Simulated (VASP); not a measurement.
Wanted: the native input for a VASP 6.6.1 run.

* Task: single point
* Functional: PBEsol
* Potentials or basis: VASP PAW PBE potentials, release 64 (Ru_pv, F)
* Cutoff: 520 eV
* k mesh: 7 × 7 × 7
* Occupations: gaussian, width 0.05 eV
* Spin: collinear spin, random start
* Starting moments: [-0.05, 0.0, 0.0] μB
* Further INCAR settings: ALGO = Normal; EDIFF = 1e-06; NBANDS = 25

The structure of RuF2 lies in POSCAR:

```
RuF2
1.0
    1.4766179400      0.8525257600      4.4643721500
   -1.4766179400      0.8525257600      4.4643721500
    0.0000000000     -1.7050515300      4.4643721500
Ru F
1 2
Direct
    0.0000000000      0.0000000000      0.0000000000
    0.2520000000      0.2520000000      0.2520000000
    0.7480000000      0.7480000000      0.7480000000
```

The cell was built by a generator and needn't be a form met in nature.

The input as run:

INCAR

```
SYSTEM = RuF2
PREC = Accurate
ENCUT = 520
EDIFF = 1E-6
ISMEAR = 0
SIGMA = 0.05
LREAL = .False.
LASPH = .True.
NELM = 60
ALGO = Normal
ISIF = 2
LWAVE = .False.
LCHARG = .False.
ISPIN = 2
MAGMOM = -0.05 0 0
LORBIT = 11
LMAXMIX = 4
GGA = PS
NBANDS = 25
```

KPOINTS

```
regular mesh
0
Gamma
  7 7 7
  0 0 0
```

Potentials or basis: VASP PAW PBE potentials, release 64 (Ru_pv, F).

The run is started by

```console
$ cat potpaw_PBE.64/Ru_pv/POTCAR potpaw_PBE.64/F/POTCAR > POTCAR
$ mpirun -np 1 vasp_std > vasp.out
```

Results of the run:

```
Pressure                                              : 23.8 GPa
Largest force                                         : 1.137 eV/Å
Band gap on the k mesh                                : 0.68 eV, indirect (least direct gap 1.05 eV)
Net moment                                            : 0.00 μB per cell
Valence electrons inside the program's atomic spheres : Ru 12.62; F 6.08
```

Caveat: so large a pressure means that the cell lies far from this level's equilibrium, or that cutoff or potentials fall short; the potentials were made for another functional, which shifts forces and pressure; an odd mesh through Γ misses points on the zone boundary, where band edges often lie.

Run time: 74 s on 1 thread of AMD EPYC 9R45 96-Core Processor (Zen 5), with other jobs on the host, peak memory 0.24 GiB.
